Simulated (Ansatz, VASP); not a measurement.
# Mg (Magnesium) in two plane-wave programs, part 2 of 2

Wanted: the spread between two codes on one cell, functional and k mesh. The cell is taken from a series of runs on this material, whose earlier steps may have relaxed, scaled, displaced or heated it; both programs get it as it stands.

VASP 6.6.1 and Ansatz 0.2.0.

So far: Starting point; VASP: zone-centre phonons, LDA, pair 1; Ansatz: zone-centre phonons, LDA, pair 1; Comparison.

### Step 5. VASP: zone-centre phonons, LDA, pair 2

Level of this step: LDA; plane waves and PAW (Mg) (VASP).

Second derivatives magnify differences that forces hide, and they need a tight electronic threshold. The cell compared in this pair holds 42.15 Å³, against 42.00 Å³ for the pair before.

INCAR reads:

```
SYSTEM = Mg
PREC = Accurate
ENCUT = 600
EDIFF = 1E-08
NELM = 120
ISMEAR = 1
SIGMA = 0.2
LREAL = .FALSE.
ALGO = Normal
GGA = CA
NBANDS = 8
LORBIT = 11
LWAVE = .FALSE.
LCHARG = .FALSE.
ISIF = 2
IBRION = 8
LASPH = .TRUE.
GGA_COMPAT = .FALSE.
KPAR = 2
```

POSCAR reads:

```
Mg
1.0
    3.1743782618      0.0000000000      0.0000000000
   -1.5871891309      2.7490922159      0.0000000000
    0.0000000000      0.0000000000      4.8303204485
Mg
2
Direct
    0.3333333355      0.6666666645      0.2500000000
    0.6666666645      0.3333333355      0.7500000000
```

KPOINTS reads:

```
Automatic mesh
0
Gamma
15 15 8
0 0 0
```

The projector-augmented-wave data sets are Mg (LDA family, release 64).

Command:

```sh
$ mpirun -np 2 vasp_std
```

Numbers of over 12 decimals in the logs are rounded to 6 here.

Output:

```text
[... set-up lines as in an earlier step ...]
 entering main loop
       N       E                     dE             d eps       ncg     rms          rms(c)
DAV:   1    -0.921864781351E+00   -0.92186E+00   -0.14507E+03  2160   0.402E+02
DAV:   2    -0.361301256518E+01   -0.26911E+01   -0.26065E+01  3072   0.237E+01
DAV:   3    -0.362586957247E+01   -0.12857E-01   -0.12844E-01  2824   0.216E+00
DAV:   4    -0.362589751081E+01   -0.27938E-04   -0.27938E-04  3192   0.848E-02
[...]
DAV:   9    -0.360466861771E+01    0.10528E-05   -0.78509E-07  2504   0.474E-03    0.605E-04
DAV:  10    -0.360466859521E+01    0.22492E-07   -0.36716E-09  3168   0.407E-04    0.113E-04
DAV:  11    -0.360466859543E+01   -0.21249E-09   -0.90770E-11  1544   0.757E-05
   1 F= -.36046686E+01 E0= -.36044217E+01  d E =-.740813E-03
 Linear response reoptimize wavefunctions to high precision
DAV:   1    -0.360466859543E+01   -0.22027E-11   -0.51295E-12  1984   0.127E-05
 Linear response DOF=           2
 Linear response progress:
  Degree of freedom:   1/  2
[...]
RMM:   8    -0.138773602123E-02    0.16217E-08    0.10269E-09 14302   0.430E-06    0.349E-07
 first order change of Fermi-energy  -0.91761E-07
 force on displaced ion       1 direction 1 :  -1.014   0.000   0.000
 Linear response progress:
  Degree of freedom:   2/  2
       N       E                     dE             d eps       ncg     rms          rms(c)
RMM:   1    -0.134622083662E-01   -0.13462E-01   -0.76593E-02  6934   0.309E-01
RMM:   2    -0.408518971520E-02    0.93770E-02   -0.76834E-04  4747   0.391E-02    0.323E-02
RMM:   3    -0.400069918963E-02    0.84491E-04    0.15619E-05  4753   0.135E-02    0.146E-02
RMM:   4    -0.404502494854E-02   -0.44326E-04   -0.16053E-06  4803   0.725E-03    0.525E-03
RMM:   5    -0.404946706805E-02   -0.44421E-05   -0.27782E-06  4916   0.263E-03    0.235E-04
RMM:   6    -0.404952653836E-02   -0.59470E-07    0.10333E-06  5023   0.258E-04    0.136E-04
RMM:   7    -0.404971013954E-02   -0.18360E-06   -0.99017E-09  5021   0.814E-05    0.639E-06
RMM:   8    -0.404974687394E-02   -0.36734E-07    0.52726E-08  5195   0.140E-05    0.231E-06
RMM:   9    -0.404974020800E-02    0.66659E-08    0.17768E-08  4826   0.509E-06    0.602E-07
 first order change of Fermi-energy  -0.62278E-06
 force on displaced ion       1 direction 3 :  -0.000  -0.000  -3.837
 Linear response finished
```

Parts of OUTCAR (step 5):

```text
  Total       -0.0886484     -0.0886484      0.8649456     -0.0000000      0.0000000      0.0000000
  in kB       -3.3694381     -3.3694381     32.8757337     -0.0000000      0.0000000      0.0000000
  external PRESSURE =       8.7122858 kB  Pullay stress =       0.0000000 kB

 POSITION                                       TOTAL-FORCE (eV/Angst)
 -----------------------------------------------------------------------------------
      0.00000      1.83273      1.20758        -0.000000      0.000000      0.000000
      1.58719      0.91636      3.62274         0.000000     -0.000000      0.000000
 -----------------------------------------------------------------------------------
    total drift:                                0.000000     -0.000000      0.000000

[... 1 part as in an earlier step ...]

[... 1 further part left out ...]
```

### Step 6. Ansatz: zone-centre phonons, LDA, pair 2

The same cell, functional (in two slightly different forms), mesh and smearing now go to Ansatz, which takes its cutoff from its data sets.

The cell is taken from a series of runs on this material, whose earlier steps may have relaxed, scaled, displaced or heated it; both programs get it as it stands.

input.yaml reads:

```yaml
crystal:
  lattice:
    - [3.1743782618, 0.0, 0.0]
    - [-1.5871891309, 2.7490922159, 0.0]
    - [0.0, 0.0, 4.8303204485]
  atoms:
    - { symbol: Mg, position: [0.3333333355, 0.6666666645, 0.25] }
    - { symbol: Mg, position: [0.6666666645, 0.3333333355, 0.75] }
kpoints:
  mp_grid: { grid: [15, 15, 8] }
hamiltonian:
  xc: lda
  pseudopotentials: { kind: paw, azcp: { folder: soft_1 }, xc_functional: pbe }
scf:
  occupations: { method: methfessel_paxton, width: 0.2 }
output:
  eigenvalues: true
phonons:
  method: dfpt
```

Command:

```sh
$ ansatz run input.yaml --threads 4 --pin off --max-ram 10240MiB --backend cpu --events-out ev --progress --plain --runs-dir out
```

Output:

```text
[...]
Crystal: 2 atoms, lattice volume = 42.153 Å³
Basis set: ecut = 420 eV, 833 PW (Γ), exchange–correlation on 48×48×72 points (8 copies of the dense FFT grid, shifted against one another)
Bands: 14, of which v1, the nominal top of the filled ones, is band 10 counted from 1 (9 counted from 0)
Symmetry: 24 space group operations
k-points: 320 of 1800 (irreducible under 4 space group operations, time reversal used)
[...]
k-point 1: bands = [... 6 lower, -36.4959, -36.4928, -1.0549, 3.6379, 6.7609, 16.8912, 16.8912, 16.9348]
  k-point 2: bands = [... 6 lower, -36.4970, -36.4970, -0.7517, 2.4044, 8.4991, 16.7663, 17.1199, 17.1199]
  k-point 319: bands = [... 6 lower, -36.5009, -36.5009, 3.6014, 3.6014, 8.5050, 8.5050, 10.0168, 10.0168]
[...]
ASR residual: 6.536e-5 → 0.000e0 eV/Å²; symmetrization residual: 3.313e-13 eV/Å²
  ASR residual per site (eV/Å²): 6.54e-5 6.54e-5
  Γ frequencies (cm⁻¹): 0.00 0.00 0.00 149.96 149.96 291.75
[...]
[key lines of the parts left out:]
SCF converged after 8 iterations
Free energy (F): -3803.189872 eV
Fermi energy:    6.115792 eV
```

### Step 7. Differences

What differs besides the data sets and the points named for the pairs above, as far as they apply: the data sets hold 20 valence electrons in Ansatz (on its PAW soft_1 files) and 4 in VASP. Total energies have different zeros and are not compared.

Both answers:

```csv
quantity,Ansatz,VASP,difference
optical mode 1 to 2 (cm⁻¹),150.0,150.6,-0.46 %
optical mode 3 (cm⁻¹),291.8,293.0,-0.43 %
```

Modes are paired by rising frequency, not by their patterns, so a pair may set unlike modes beside each other; they are those without the splitting of longitudinal modes.

### Step 8. Summary of results

* r.m.s. difference of the optical zone-centre modes, each program's sorted by frequency (zone-centre phonons, LDA, pair 1): 0.67 cm⁻¹
* r.m.s. difference of the optical zone-centre modes, each program's sorted by frequency (zone-centre phonons, LDA, pair 2): 0.92 cm⁻¹

What this shows: The r.m.s. difference of the optical zone-centre modes, each program's sorted by frequency is 0.67 cm⁻¹ (zone-centre phonons, LDA, pair 1). The data sets hold unlike numbers of valence electrons (20 in Ansatz and 4 in VASP), so part of the differences comes from the potentials. Such differences can come from data sets, numerical settings and the points named under the comparisons, not from the functional's error against experiment.

[Lines on the potential files, build, host, timing and source positions are cut from VASP's logs without a mark.]

[Logs are printed without paths, hosts, clocks, repeated set-up lines and the standing remarks that a program may print on its own settings, such as how far it seeks lower states.]

[Hosts, paths, dates, database ids (printed as entryN), source tags and the programs' standing remarks are cut or masked in the printed files.]
